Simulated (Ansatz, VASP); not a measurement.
# Ge23H16 (Ge wire along [110], 23 atoms a period, H-terminated): VASP beside Ansatz, part 2 of 2

Wanted: the spread between two codes on one cell, functional and k mesh. Of the first pair: The structure shown is the start of the Ansatz relaxation below; VASP solves that cell, so the two are compared at the walk's first step.

VASP 6.6.1 and Ansatz 0.2.0.

So far. Step 4 (Differences): The forces differ by 9.8 meV/Å r.m.s., which is 7.9 % of the r.m.s. force of 0.124 eV/Å (both taken over all components).

## Step 5: Ansatz: relaxation, PBE

Level of this step: Ansatz beside VASP: Kohn-Sham DFT, plane waves, PBE (Ansatz).

This run makes the geometry at which the two programs are then compared. The cell compared in this pair holds 1789.63 Å³, against 1767.37 Å³ for the pair before.

The structure compared here is the end of the Ansatz relaxation.

File input.yaml:

```yaml
crystal:
  lattice:
    - [20.121, 0.0, 0.0]
    - [0.0, 21.566, 0.0]
    - [0.0, 0.0, 4.0729350596]
  atoms:
    - { symbol: H, position: [0.168977685, 0.440944199, 0.0] }
    - { symbol: Ge, position: [0.213740193, 0.500006364, 0.0] }
    - { symbol: Ge, position: [0.428441251, 0.405576821, 0.0] }
    - { symbol: Ge, position: [0.428441251, 0.783294994, 0.0] }
    - { symbol: H, position: [0.473203759, 0.157655569, 0.0] }
    - { symbol: Ge, position: [0.500008271, 0.311147278, 0.0] }
    - { symbol: Ge, position: [0.500008271, 0.500006364, 0.0] }
    - { symbol: Ge, position: [0.71470933, 0.405576821, 0.0] }
    - { symbol: H, position: [0.759471837, 0.346514655, 0.0] }
    - { symbol: Ge, position: [0.786276349, 0.500006364, 0.0] }
    - { symbol: H, position: [0.240544705, 0.311147278, 0.187268604] }
    - { symbol: H, position: [0.240544705, 0.688865451, 0.187268604] }
    - { symbol: H, position: [0.831038857, 0.500006364, 0.312731396] }
    - { symbol: Ge, position: [0.285307212, 0.311147278, 0.5] }
    - { symbol: Ge, position: [0.285307212, 0.688865451, 0.5] }
    - { symbol: Ge, position: [0.285307212, 0.500006364, 0.5] }
    - { symbol: H, position: [0.312111724, 0.157655569, 0.5] }
    - { symbol: H, position: [0.312111724, 0.84235716, 0.5] }
    - { symbol: Ge, position: [0.356874232, 0.216717735, 0.5] }
    - { symbol: Ge, position: [0.356874232, 0.405576821, 0.5] }
    - { symbol: Ge, position: [0.356874232, 0.594435908, 0.5] }
    - { symbol: Ge, position: [0.356874232, 0.783294994, 0.5] }
    - { symbol: Ge, position: [0.57157529, 0.311147278, 0.5] }
    - { symbol: Ge, position: [0.57157529, 0.688865451, 0.5] }
    - { symbol: Ge, position: [0.57157529, 0.500006364, 0.5] }
    - { symbol: H, position: [0.616337798, 0.252085112, 0.5] }
    - { symbol: H, position: [0.616337798, 0.747927617, 0.5] }
    - { symbol: Ge, position: [0.64314231, 0.405576821, 0.5] }
    - { symbol: Ge, position: [0.64314231, 0.594435908, 0.5] }
    - { symbol: H, position: [0.831038857, 0.500006364, 0.687268604] }
    - { symbol: H, position: [0.240544705, 0.311147278, 0.812731396] }
    - { symbol: H, position: [0.240544705, 0.688865451, 0.812731396] }
    - { symbol: H, position: [0.168977685, 0.55906853, 0.0] }
    - { symbol: Ge, position: [0.428441251, 0.216717735, 0.0] }
    - { symbol: Ge, position: [0.428441251, 0.594435908, 0.0] }
    - { symbol: H, position: [0.473203759, 0.84235716, 0.0] }
    - { symbol: Ge, position: [0.500008271, 0.688865451, 0.0] }
    - { symbol: Ge, position: [0.71470933, 0.594435908, 0.0] }
    - { symbol: H, position: [0.759471837, 0.653498073, 0.0] }
kpoints:
  mp_grid: { grid: [1, 1, 20] }
scf:
  occupations: { method: fermi_dirac, width: 0.05 }
hamiltonian:
  xc: pbe
  pseudopotentials: { kind: paw, azcp: { folder: soft_1 } }
relax:
  cell: { fix: [a, b, alpha, beta, gamma] }
  max_steps: 45
  f_tol: 0.03
```

The run is started by

```bash
$ ansatz run input.yaml --threads 4 --pin off --max-ram 16384MiB --backend cpu --events-out ev --progress --plain --runs-dir out
```

Numbers of over 12 decimals in the logs are rounded to 6 here.

What it wrote:

```text
[...]
Crystal: 39 atoms, lattice volume = 1767.367 Å³
Basis set: ecut = 420 eV, 34559 PW (Γ), exchange–correlation on 270×300×60 points (8 copies of the dense FFT grid, shifted against one another)
Bands: 208, of which v1, the nominal top of the filled ones, is band 169 counted from 1 (168 counted from 0)
Symmetry: 4 space group operations
[...]
k-points: 11 of 20
[...]
- { symbol: Ge, position: [0.427509, 0.219359, 2.184178656262631e-19] }
    - { symbol: Ge, position: [0.428645, 0.593988, 2.184178656262631e-19] }
    - { symbol: H, position: [0.472506, 0.839326, 2.184178656262631e-19] }
    - { symbol: Ge, position: [0.499764, 0.687950, 2.184178656262631e-19] }
    - { symbol: Ge, position: [0.711294, 0.592522, 2.184178656262631e-19] }
    - { symbol: H, position: [0.755538, 0.651796, 2.184178656262631e-19] }
[key lines of the parts left out:]
SCF converged after 8 iterations
Free energy (F): -99034.690355 eV
Fermi energy:    -0.320109 eV
P = ⅓ Tr σ = -0.0107 GPa (-0.107 kbar)
```

## Step 6: VASP: single point, PBE, relaxed cell, pair 2

The same cell, functional, mesh and smearing now go to VASP, with its own data sets.

File INCAR:

```
SYSTEM = Ge23H16
PREC = Accurate
ENCUT = 500
EDIFF = 1E-06
NELM = 120
ISMEAR = -1
SIGMA = 0.05
LREAL = Auto
ALGO = Normal
GGA = PE
NBANDS = 196
LORBIT = 11
LWAVE = .FALSE.
LCHARG = .FALSE.
ISIF = 2
LASPH = .TRUE.
GGA_COMPAT = .FALSE.
EFERMI = MIDGAP
KPAR = 4
```

File POSCAR:

```
Ge23H16
1.0
   20.1210000000      0.0000000000      0.0000000000
    0.0000000000     21.5660000000      0.0000000000
    0.0000000000      0.0000000000      4.1242461432
H Ge
16 23
Direct
    0.1724536514      0.4422523814      0.0000000000
    0.4725062481      0.1606735765      0.0000000000
    0.7555375880      0.3482043378      0.0000000000
    0.2423092164      0.3118790933      0.2030303609
    0.2423092164      0.6881209067      0.2030303609
    0.8289155475      0.5000000000      0.2977950971
    0.3143362541      0.1601275308      0.5000000000
    0.3143362541      0.8398724692      0.5000000000
    0.6139240570      0.2546467801      0.5000000000
    0.6139240570      0.7453532199      0.5000000000
    0.8289155475      0.5000000000      0.7022049029
    0.2423092164      0.3118790933      0.7969696391
    0.2423092164      0.6881209067      0.7969696391
    0.1724536514      0.5577476186      0.0000000000
    0.4725062481      0.8393264235      0.0000000000
    0.7555375880      0.6517956622      0.0000000000
    0.2183383833      0.5000000000      0.0000000000
    0.4286451625      0.4060118858      0.0000000000
    0.4275087157      0.7806410686      0.0000000000
    0.4997639028      0.3120504890      0.0000000000
    0.5001314689      0.5000000000      0.0000000000
    0.7112937163      0.4074784625      0.0000000000
    0.7826549782      0.5000000000      0.0000000000
    0.2887538451      0.3118332402      0.5000000000
    0.2887538451      0.6881667598      0.5000000000
    0.2869245358      0.5000000000      0.5000000000
    0.3591874904      0.2189532324      0.5000000000
    0.3582314100      0.4061942983      0.5000000000
    0.3582314100      0.5938057017      0.5000000000
    0.3591874904      0.7810467676      0.5000000000
    0.5691374213      0.3136457111      0.5000000000
    0.5691374213      0.6863542889      0.5000000000
    0.5706527323      0.5000000000      0.5000000000
    0.6418936142      0.4061416365      0.5000000000
    0.6418936142      0.5938583635      0.5000000000
    0.4275087157      0.2193589314      0.0000000000
    0.4286451625      0.5939881142      0.0000000000
    0.4997639028      0.6879495110      0.0000000000
    0.7112937163      0.5925215375      0.0000000000
```

File KPOINTS:

```
Automatic mesh
0
Gamma
1 1 20
0 0 0
```

The projector-augmented-wave data sets are H and Ge_d (PBE family, release 64).

The run is started by

```bash
$ mpirun -np 4 vasp_std
```

What it wrote:

```text
[... set-up lines as in an earlier step ...]
 entering main loop
       N       E                     dE             d eps       ncg     rms          rms(c)
DAV:   1     0.397355773736E+04    0.39736E+04   -0.15853E+05  5112   0.272E+03
DAV:   2     0.641558181819E+03   -0.33320E+04   -0.32481E+04  5464   0.677E+02
DAV:   3    -0.866379462719E+02   -0.72820E+03   -0.70746E+03  6044   0.239E+02
DAV:   4    -0.155808283602E+03   -0.69170E+02   -0.68560E+02  4856   0.811E+01
[...]
DAV:  26    -0.154090484061E+03   -0.69917E-05   -0.37824E-07  2792   0.324E-03    0.213E-04
DAV:  27    -0.154090485195E+03   -0.11339E-05   -0.14016E-07  2888   0.322E-03    0.188E-04
DAV:  28    -0.154090486023E+03   -0.82867E-06   -0.52745E-08  2716   0.236E-03
   1 F= -.15409049E+03 E0= -.15409049E+03  d E =-.567455E-06
```

OUTCAR, selected parts (step 6):

```text
  Total       -1.0397107     -1.0182959     -0.8863765      0.0000000      0.0000000      0.0000000
  in kB       -0.9308064     -0.9116347     -0.7935332      0.0000000      0.0000000      0.0000000
  external PRESSURE =      -0.8786581 kB  Pullay stress =       0.0000000 kB

 POSITION                                       TOTAL-FORCE (eV/Angst)
 -----------------------------------------------------------------------------------
      3.46994      9.53761      0.00000         0.019430      0.023705     -0.000000
      9.50730      3.46509      0.00000        -0.017713      0.024457     -0.000000
     15.20217      7.50937      0.00000        -0.013908      0.026909     -0.000000
      4.87550      6.72598      0.83735         0.025590     -0.002812      0.035008
      4.87550     14.84002      0.83735         0.025590      0.002812      0.035008
     16.67861     10.78300      1.22818        -0.023954      0.000000     -0.035344
      6.32476      3.45331      2.06212         0.015348      0.024025     -0.000000
      6.32476     18.11269      2.06212         0.015348     -0.024025     -0.000000
     12.35277      5.49171      2.06212        -0.016460      0.021935     -0.000000
     12.35277     16.07429      2.06212        -0.016460     -0.021935     -0.000000
     16.67861     10.78300      2.89607        -0.023954      0.000000      0.035344
      4.87550      6.72598      3.28690         0.025590     -0.002812     -0.035008
      4.87550     14.84002      3.28690         0.025590      0.002812     -0.035008
      3.46994     12.02839      0.00000         0.019430     -0.023705     -0.000000
[...]
-----------------------------------------------------------------------------------
    total drift:                               -0.011995      0.000000     -0.000023

  FREE ENERGIE OF THE ION-ELECTRON SYSTEM (eV)
  ---------------------------------------------------
  free  energy   TOTEN  =      -154.0904860233 eV

  energy  without entropy=     -154.0904854559  energy(sigma->0) =     -154.09048574

[... 1 part as in an earlier step ...]

[... 2 further parts left out ...]
[key lines of the parts left out:]
E-fermi :  -1.3738
```

## Step 7: Side by side

What differs besides the data sets and the points named for the pairs above, as far as they apply: the cutoff is 420 eV in Ansatz and 500 eV in VASP (PREC = Accurate, projectors in real space); Ansatz's pressure holds a Pulay correction, VASP's none. Total energies have different zeros and are not compared.

Compared:

| quantity | Ansatz | VASP | difference |
| --- | --- | --- | --- |
| pressure (GPa) | -0.01 | -0.09 | +0.08 |
| gap on the k mesh (eV) | 1.268 | 1.272 | -0.004 |

At this near-relaxed geometry the largest component of a force difference is 35 meV/Å. A gap on the mesh is an upper bound, since the band edges may lie between its points.

## Step 8: Results

```json
{"r.m.s. force difference (single point, PBE, start cell, pair 1)": "9.8 meV/Å", "r.m.s. force difference (single point, PBE, relaxed cell, pair 2)": "13 meV/Å"}
```

**Reading.** The r.m.s. force difference is 13 meV/Å (single point, PBE, relaxed cell, pair 2), beyond the 12 meV/Å picked in this series as the mark of a large difference. What causes the difference of the single point, PBE, relaxed cell, pair 2 pair stays open here. How closely two codes agree says nothing of how well the functional describes the real material.

[Lines on the potential files, build, host, timing and source positions are cut from VASP's logs without a mark.]

[Logs are printed without paths, hosts, clocks, repeated set-up lines and the standing remarks that a program may print on its own settings, such as how far it seeks lower states.]

[Hosts, paths, dates, database ids (printed as entryN), source tags and the programs' standing remarks are cut or masked in the printed files.]
